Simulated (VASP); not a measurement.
# A point defect in a supercell of NbSi2, part 3 of 4

Aim: the formation energy and local structure of a point defect in NbSi2. The start is a cell from a database of measured crystal structures.

VASP 6.6.1, plane waves and PAW; the level of theory is named at each step.

So far. Step 2 (Relaxing the host crystal): The run ended after 6 ionic steps, 0.014 eV below its first step, once forces and stress met EDIFFG = -0.03. Step 3 (The supercell without the defect): The host is treated as a metal, as its relaxation found a gap under 0.3 eV or none, and only the neutral defect is run.

## 4. Reference C

This step: r2SCAN; plane waves and PAW (C) (VASP 6.6.1).

System of this step: C. Symmetry: Fd-3m, No. 227, cubic system. The conventional cell has a = 3.570 Å, b = 3.570 Å, c = 3.570 Å, α = 90.00°, β = 90.00°, γ = 90.00°. Nearest to C lie 4 C at 1.55 Å.

The reference for C is its crystal, relaxed at the cutoff of the large cell.

Input file INCAR:

```
SYSTEM = C
PREC = Normal
ENCUT = 400
EDIFF = 1E-05
NELM = 120
ISMEAR = 0
SIGMA = 0.1
LREAL = Auto
ALGO = Normal
METAGGA = R2SCAN
LASPH = .TRUE.
NBANDS = 10
LORBIT = 11
LWAVE = .FALSE.
LCHARG = .FALSE.
KPAR = 4
IBRION = 2
NSW = 25
ISIF = 3
EDIFFG = -0.02
POTIM = 0.4
```

Input file POSCAR:

```
C
1.0
    0.0000000000      1.7850000000      1.7850000000
    1.7850000000      0.0000000000      1.7850000000
    1.7850000000      1.7850000000      0.0000000000
C
2
Direct
    0.0000000000      0.0000000000      0.0000000000
    0.2500000000      0.2500000000      0.2500000000
```

Input file KPOINTS:

```
Automatic mesh
0
Gamma
13 13 13
0 0 0
```

PAW data sets: C (PBE family, release 64).

Run with:

```sh
> mpirun -np 4 vasp_std
```

Output:

```text
[banner, memory and clock lines left out]
running    4 mpi-ranks, on    1 nodes
 distrk:  each k-point on    1 cores,    4 groups
 distr:  one band on    1 cores,    1 groups

 POSCAR found type information on POSCAR C
 POSCAR found :  1 types and       2 ions
|                                                                             |
|               ----> ADVICE to this user running VASP <----                  |
|                                                                             |
|     You have a (more or less) 'small supercell' and for smaller cells       |
|     it is recommended to use the reciprocal-space projection scheme!        |
|     The real-space optimization is not efficient for small cells and it     |
|     is also less accurate ...                                               |
|     Therefore, set LREAL=.FALSE. in the INCAR file.                         |
|                                                                             |

 [... a notice as in an earlier step ...]

 LDA part: xc-table for (None), standard interpolation
 POSCAR, INCAR and KPOINTS ok, starting setup
 FFT: planning ... GRIDC
 FFT: planning ... GRID_SOFT
 FFT: planning ... GRID
 WAVECAR not read
 entering main loop
       N       E                     dE             d eps       ncg     rms          rms(c)
DAV:   1    -0.605393108802E+01   -0.60539E+01   -0.42923E+03  1754   0.654E+02
DAV:   2    -0.216789506258E+02   -0.15625E+02   -0.14929E+02  2286   0.110E+02
DAV:   3    -0.219557717658E+02   -0.27682E+00   -0.27639E+00  2014   0.115E+01
DAV:   4    -0.219562072323E+02   -0.43547E-03   -0.43545E-03  1814   0.529E-01
DAV:   5    -0.219562076474E+02   -0.41514E-06   -0.41513E-06  1902   0.158E-02    0.515E+00
DAV:   6    -0.197734682931E+02    0.21827E+01   -0.25602E-01  1836   0.390E+00    0.388E+00
DAV:   7    -0.196756190941E+02    0.97849E-01   -0.25457E-01  1840   0.385E+00    0.771E-01
DAV:   8    -0.196763643218E+02   -0.74523E-03   -0.34606E-03  1870   0.544E-01    0.402E-01
DAV:   9    -0.196767069760E+02   -0.34265E-03   -0.12961E-04  1818   0.125E-01    0.133E-02
DAV:  10    -0.196767074169E+02   -0.44089E-06   -0.24283E-06  1054   0.134E-02
   1 F= -.19676707E+02 E0= -.19676707E+02  d E =-.196767E+02
 curvature:   0.00 expect dE= 0.000E+00 dE for cont linesearch  0.000E+00
 trial: gam= 0.00000 g(F)=  0.197E-43 g(S)=  0.110E-01 ort = 0.000E+00 (trialstep = 0.100E+01)
 search vector abs. value=  0.110E-01
 bond charge predicted
       N       E                     dE             d eps       ncg     rms          rms(c)
DAV:   1    -0.196759184321E+02    0.78854E-03   -0.15398E-01  1836   0.343E+00    0.318E-01
DAV:   2    -0.196771898786E+02   -0.12714E-02   -0.29095E-03  1754   0.473E-01    0.211E-01
DAV:   3    -0.196768256821E+02    0.36420E-03   -0.61254E-04  1776   0.187E-01    0.216E-02
DAV:   4    -0.196768309886E+02   -0.53064E-05   -0.93924E-06  1648   0.297E-02
   2 F= -.19676831E+02 E0= -.19676831E+02  d E =-.123572E-03
 trial-energy change:   -0.000124  1 .order   -0.000041   -0.010991    0.010910
 step:   0.5075(harm=  0.5019)  dis= 0.00000  next Energy=   -19.679507 (dE=-0.280E-02)
 bond charge predicted
       N       E                     dE             d eps       ncg     rms          rms(c)
DAV:   1    -0.196793066779E+02   -0.24810E-02   -0.36883E-02  1832   0.166E+00    0.157E-01
DAV:   2    -0.196796349587E+02   -0.32828E-03   -0.72574E-04  1750   0.234E-01    0.103E-01
DAV:   3    -0.196795277056E+02    0.10725E-03   -0.14504E-04  1784   0.910E-02    0.112E-02
DAV:   4    -0.196795261546E+02    0.15509E-05   -0.23774E-06   986   0.149E-02
   3 F= -.19679526E+02 E0= -.19679526E+02  d E =-.281874E-02
 curvature:  -0.25 expect dE=-0.304E-06 dE for cont linesearch -0.304E-06
 trial: gam= 0.00000 g(F)=  0.164E-44 g(S)=  0.121E-05 ort =-0.115E-03 (trialstep = 0.902E+00)
 search vector abs. value=  0.121E-05
 reached required accuracy - stopping structural energy minimisation
```

It took 10 s on 4 MPI ranks of AMD EPYC 7R43, shared host; peak memory 0.28 GiB; 34 s of CPU time.

From OUTCAR (step 4):

```text
  LATTYP: Found a face centered cubic cell.
 ALAT       =     3.5700000000

 Subroutine GETGRP returns: Found 48 space group operations
 (whereof 24 operations were pure point group operations)

The static configuration has the point symmetry T_d .
 The point group associated with its full space group is O_h .

 Found     84 irreducible k-points:

   k-points           NKPTS =     84   k-points in BZ     NKDIM =     84   number of bands    NBANDS=     10

   dimension x,y,z NGX =    12 NGY =   12 NGZ =   12
   dimension x,y,z NGXF=    24 NGYF=   24 NGZF=   24

   ENCUT  =  400.0 eV  29.40 Ry    5.42 a.u.   4.12  4.12  4.12*2*pi/ulx,y,z

   NELECT =       8.0000    total number of electrons

 E-fermi :  10.3550

 k-point     1 :       0.0000    0.0000    0.0000
  band No.  band energies     occupation
      1     -12.9790      2.00000
      2       9.8760      2.00000
      3       9.8773      2.00000
      4       9.8773      2.00000
      5      15.7368      0.00000
      6      15.7391      0.00000
      7      15.7391      0.00000
      8      23.9175      0.00000
      9      30.3922      0.00000
    ...

 k-point     2 :       0.0769    0.0000    0.0000
  band No.  band energies     occupation
      1     -12.8066      2.00000
      2       8.7179      2.00000
      3       9.5722      2.00000
      4       9.5734      2.00000
      5      16.1338      0.00000
      6      16.1359      0.00000
      7      16.4194      0.00000
      8      24.0904      0.00000
      9      30.6927      0.00000
    ...

  Total        0.0045782      0.0045782      0.0045782     -0.0000000      0.0000000     -0.0000000
  in kB        0.6531855      0.6531855      0.6531855     -0.0000000      0.0000000     -0.0000000
  external PRESSURE =       0.6531855 kB  Pullay stress =       0.0000000 kB

  energy-cutoff  :      400.00
  volume of cell :       11.23
      direct lattice vectors                 reciprocal lattice vectors
     0.000000000  1.777382614  1.777382614    -0.281312530  0.281312530  0.281312530
     1.777382614  0.000000000  1.777382614     0.281312530 -0.281312530  0.281312530
     1.777382614  1.777382614  0.000000000     0.281312530  0.281312530 -0.281312530

 POSITION                                       TOTAL-FORCE (eV/Angst)
 -----------------------------------------------------------------------------------
      0.00000      0.00000      0.00000        -0.000000     -0.000000      0.000000
      0.88869      0.88869      0.88869         0.000000      0.000000     -0.000000
 -----------------------------------------------------------------------------------
    total drift:                               -0.000000     -0.000000      0.000000

  FREE ENERGIE OF THE ION-ELECTRON SYSTEM (eV)
  ---------------------------------------------------
  free  energy   TOTEN  =       -19.6795261546 eV

  energy  without entropy=      -19.6795261546  energy(sigma->0) =      -19.67952615

 total charge
# of ion       s       p       d       tot
------------------------------------------
    1        0.850   1.752   0.000   2.602
    2        0.850   1.752   0.000   2.602
--------------------------------------------------
tot          1.700   3.504   0.000   5.204

[... 1 part as in an earlier step ...]

[... 7 further parts left out ...]
```

CONTCAR:

```
C
   1.00000000000000
     0.0000000000000000    1.7773826135566126    1.7773826135566126
     1.7773826135566126    0.0000000000000000    1.7773826135566126
     1.7773826135566126    1.7773826135566126    0.0000000000000000
  C
     2
Direct
     0.0000000000000000    0.0000000000000000    0.0000000000000000
     0.2500000000000000    0.2500000000000000    0.2500000000000000
```

The gap is read on the k-mesh alone, so it is an upper bound where the band edges lie off the mesh. The run keeps the 48 symmetry operations of its start, so it cannot find a distortion of lower symmetry.

Step by step:

| step | energy less that of the first step (eV) | largest force (eV/Å) | pressure (GPa) | volume (Å³) |
| --- | --- | --- | --- | --- |
| 1 | 0.0000 | 0.0000 | -6.14 | 11.37 |
| 2 | -0.0001 | 0.0000 | 6.25 | 11.09 |
| 3 | -0.0028 | 0.0000 | 0.07 | 11.23 |

| conventional cell, symmetrised | before | after | change |
| --- | --- | --- | --- |
| a (Å) | 3.570 | 3.555 | -0.4 % |
| b (Å) | 3.570 | 3.555 | -0.4 % |
| c (Å) | 3.570 | 3.555 | -0.4 % |
| volume (Å³/atom) | 5.69 | 5.61 | -1.3 % |

Final coordinates:

```xyz
2
Lattice="0.0000 1.7774 1.7774 1.7774 0.0000 1.7774 1.7774 1.7774 0.0000" Properties=species:S:1:pos:R:3 pbc="T T T"
C     0.0000    0.0000    0.0000
C     0.8887    0.8887    0.8887
```

This step gave:

```yaml
electronic_cycles: 18
electrons: 8
free_energy_toten: -19.68 eV
fermi_energy: 10.36 eV
labelled_metallic_from_the_levels_on_this_mesh: no
gap_on_the_k_mesh: 4.342 eV
least_direct_gap_on_the_k_mesh: 5.860 eV
```

The run ended after 3 ionic steps, 0.003 eV below its first step, once forces and stress met EDIFFG = -0.02.

Energy at zero smearing: -19.67953 eV.

## 5. Reference Nb

This step: r2SCAN; plane waves and PAW (Nb_pv) (VASP 6.6.1).

System of this step: Nb. Symmetry: Im-3m, No. 229, cubic system. Conventional cell: a = 3.300 Å, b = 3.300 Å, c = 3.300 Å, α = 90.00°, β = 90.00°, γ = 90.00°. Nearest to Nb lie 8 Nb at 2.86 Å.

Nb is not exchanged here; its energy serves the host's formation enthalpy.

Changes to INCAR since step 4:

```diff
@@ -1,2 +1,2 @@
-SYSTEM = C
+SYSTEM = Nb
 PREC = Normal
@@ -5,3 +5,3 @@
 NELM = 120
-ISMEAR = 0
+ISMEAR = 1
 SIGMA = 0.1
@@ -11,3 +11,3 @@
 LASPH = .TRUE.
-NBANDS = 10
+NBANDS = 11
 LORBIT = 11
```

Input file POSCAR:

```
Nb
1.0
   -1.6500000000      1.6500000000      1.6500000000
    1.6500000000     -1.6500000000      1.6500000000
    1.6500000000      1.6500000000     -1.6500000000
Nb
1
Direct
    0.0000000000      0.0000000000      0.0000000000
```

Input file KPOINTS:

```
Automatic mesh
0
Gamma
11 11 11
0 0 0
```

PAW data sets: Nb_pv (PBE family, release 64).

Run with:

```sh
> mpirun -np 4 vasp_std
```

Output:

```text
[banner, memory and clock lines left out]
running    4 mpi-ranks, on    1 nodes
 distrk:  each k-point on    1 cores,    4 groups
 distr:  one band on    1 cores,    1 groups

 POSCAR found type information on POSCAR Nb
 POSCAR found :  1 types and       1 ions
 [... a notice as in an earlier step ...]

 [... a notice as in an earlier step ...]

 LDA part: xc-table for (None), standard interpolation
 POSCAR, INCAR and KPOINTS ok, starting setup
 FFT: planning ... GRIDC
 FFT: planning ... GRID_SOFT
 FFT: planning ... GRID
 WAVECAR not read
 entering main loop
       N       E                     dE             d eps       ncg     rms          rms(c)
DAV:   1     0.431948446872E+02    0.43195E+02   -0.54015E+03  1280   0.857E+02
DAV:   2    -0.262825615516E+02   -0.69477E+02   -0.66127E+02  1267   0.304E+02
DAV:   3    -0.279578177408E+02   -0.16753E+01   -0.16120E+01  1726   0.477E+01
DAV:   4    -0.279748352716E+02   -0.17018E-01   -0.17003E-01  1644   0.363E+00
DAV:   5    -0.279749534605E+02   -0.11819E-03   -0.11818E-03  1492   0.310E-01    0.258E+01
DAV:   6    -0.247569440209E+02    0.32180E+01   -0.15376E+00  1941   0.212E+01    0.755E+00
DAV:   7    -0.247137547893E+02    0.43189E-01   -0.12016E-01  1935   0.555E+00    0.155E+00
DAV:   8    -0.247140011082E+02   -0.24632E-03   -0.19552E-02  1923   0.215E+00    0.794E-01
DAV:   9    -0.247138751214E+02    0.12599E-03   -0.41966E-03  1882   0.940E-01    0.202E-01
DAV:  10    -0.247138248367E+02    0.50285E-04   -0.13216E-04  1926   0.185E-01    0.205E-02
DAV:  11    -0.247138070635E+02    0.17773E-04   -0.13653E-05   875   0.570E-02    0.941E-03
DAV:  12    -0.247138092633E+02   -0.21999E-05   -0.18433E-06   712   0.197E-02
   1 F= -.24713809E+02 E0= -.24713645E+02  d E =-.247138E+02
 curvature:   0.00 expect dE= 0.000E+00 dE for cont linesearch  0.000E+00
 trial: gam= 0.00000 g(F)=  0.160E-61 g(S)=  0.266E-01 ort = 0.000E+00 (trialstep = 0.100E+01)
 search vector abs. value=  0.266E-01
 bond charge predicted
       N       E                     dE             d eps       ncg     rms          rms(c)
DAV:   1    -0.249252476210E+02   -0.21144E+00   -0.48398E+00  1264   0.293E+01    0.657E+00
DAV:   2    -0.247342617317E+02    0.19099E+00   -0.26546E-01  1878   0.862E+00    0.141E+00
DAV:   3    -0.247070352319E+02    0.27226E-01   -0.58838E-02  1962   0.402E+00    0.855E-01
DAV:   4    -0.247080838030E+02   -0.10486E-02   -0.33508E-03  1837   0.988E-01    0.222E-01
DAV:   5    -0.247080331832E+02    0.50620E-04   -0.17528E-04  1890   0.200E-01    0.734E-03
DAV:   6    -0.247080344526E+02   -0.12694E-05   -0.21891E-06   745   0.137E-02
   2 F= -.24708034E+02 E0= -.24707917E+02  d E =0.577481E-02
 trial-energy change:    0.005775  1 .order    0.005564   -0.026598    0.037726
 step:   0.4087(harm=  0.4135)  dis= 0.00000  next Energy=   -24.719231 (dE=-0.542E-02)
 bond charge predicted
       N       E                     dE             d eps       ncg     rms          rms(c)
DAV:   1    -0.247938389977E+02   -0.85806E-01   -0.16165E+00  1373   0.165E+01    0.417E+00
DAV:   2    -0.247296858483E+02    0.64153E-01   -0.80225E-02  1875   0.487E+00    0.827E-01
DAV:   3    -0.247189535937E+02    0.10732E-01   -0.21645E-02  1965   0.246E+00    0.609E-01
DAV:   4    -0.247191988256E+02   -0.24523E-03   -0.10106E-03  1850   0.551E-01    0.179E-01
DAV:   5    -0.247192250918E+02   -0.26266E-04   -0.24936E-05  1309   0.507E-02    0.143E-02
DAV:   6    -0.247192220819E+02    0.30099E-05   -0.68897E-07   688   0.103E-02
   3 F= -.24719222E+02 E0= -.24719202E+02  d E =-.541282E-02
 curvature:  -0.21 expect dE=-0.336E-05 dE for cont linesearch -0.336E-05
 trial: gam= 0.00000 g(F)=  0.244E-62 g(S)=  0.163E-04 ort =-0.658E-03 (trialstep = 0.882E+00)
 search vector abs. value=  0.163E-04
 reached required accuracy - stopping structural energy minimisation
```

The job ended after 21 s (4 MPI ranks; peak memory 0.3 GiB; 72 s of CPU time).

From OUTCAR (step 5):

```text
   k-points           NKPTS =     56   k-points in BZ     NKDIM =     56   number of bands    NBANDS=     11

   ENCUT  =  400.0 eV  29.40 Ry    5.42 a.u.   4.66  4.66  4.66*2*pi/ulx,y,z

   NELECT =      11.0000    total number of electrons

 E-fermi :   4.7481

 k-point     1 :       0.0000    0.0000    0.0000
  band No.  band energies     occupation
      1     -26.0091      2.00000
      2     -26.0091      2.00000
      3     -26.0091      2.00000
      4      -1.4914      2.00000
      5       5.2069     -0.00000
      6       5.2069     -0.00000
      7       5.2070     -0.00000
      8       8.2679      0.00000
      9       8.2679      0.00000
    ...

  Total       -0.0118558     -0.0118558     -0.0118558      0.0000000      0.0000000     -0.0000000
  in kB       -1.0335155     -1.0335155     -1.0335155      0.0000000      0.0000000     -0.0000000
  external PRESSURE =      -1.0335155 kB  Pullay stress =       0.0000000 kB

 POSITION                                       TOTAL-FORCE (eV/Angst)
 -----------------------------------------------------------------------------------
      0.00000      0.00000      0.00000         0.000000      0.000000     -0.000000
 -----------------------------------------------------------------------------------
    total drift:                               -0.000000     -0.000000      0.000000

  FREE ENERGIE OF THE ION-ELECTRON SYSTEM (eV)
  ---------------------------------------------------
  free  energy   TOTEN  =       -24.7192220819 eV

  energy  without entropy=      -24.7191610654  energy(sigma->0) =      -24.71920174

[... 1 part as in an earlier step ...]

[... 15 further parts left out ...]
```

CONTCAR:

```
Nb
   1.00000000000000
    -1.6624755929009596    1.6624755929009596    1.6624755929009596
     1.6624755929009596   -1.6624755929009596    1.6624755929009596
     1.6624755929009596    1.6624755929009596   -1.6624755929009596
  Nb
     1
Direct
     0.0000000000000000    0.0000000000000000    0.0000000000000000
```

Step by step:

| step | energy less that of the first step (eV) | largest force (eV/Å) | pressure (GPa) | volume (Å³) |
| --- | --- | --- | --- | --- |
| 1 | 0.0000 | 0.0000 | 4.27 | 17.97 |
| 2 | 0.0058 | 0.0000 | -5.74 | 18.98 |
| 3 | -0.0054 | 0.0000 | -0.10 | 18.38 |

| conventional cell, symmetrised | before | after | change |
| --- | --- | --- | --- |
| a (Å) | 3.300 | 3.325 | +0.8 % |
| b (Å) | 3.300 | 3.325 | +0.8 % |
| c (Å) | 3.300 | 3.325 | +0.8 % |
| volume (Å³/atom) | 17.97 | 18.38 | +2.3 % |

The relaxed structure:

```xyz
1
Lattice="-1.6625 1.6625 1.6625 1.6625 -1.6625 1.6625 1.6625 1.6625 -1.6625" Properties=species:S:1:pos:R:3 pbc="T T T"
Nb    0.0000    0.0000    0.0000
```

Numbers from this step:

| Item | Value |
| --- | --- |
| electronic cycles | 24 |
| electrons | 11 |
| free energy (TOTEN) | -24.72 eV |
| Fermi energy | 4.748 eV |
| labelled metallic, from the levels on this mesh | yes |

The run ended after 3 ionic steps, 0.005 eV below its first step, once forces and stress met EDIFFG = -0.02.

Energy at zero smearing: -24.71920 eV.

(Continued in part 4 of 4.)

[Lines on the potential files, build, host, timing and source positions are cut from VASP's logs without a mark.]

[Logs are printed without paths, hosts, clocks, repeated set-up lines and the standing remarks that a program may print on its own settings, such as how far it seeks lower states.]

[Hosts, paths, dates, database ids (printed as entryN), source tags and the programs' standing remarks are cut or masked in the printed files.]

[In band tables of VASP the shares of atoms and orbitals are scaled to a sum of 1 inside the atoms' spheres.]

[Runs that stopped without an error message from VASP are left out.]
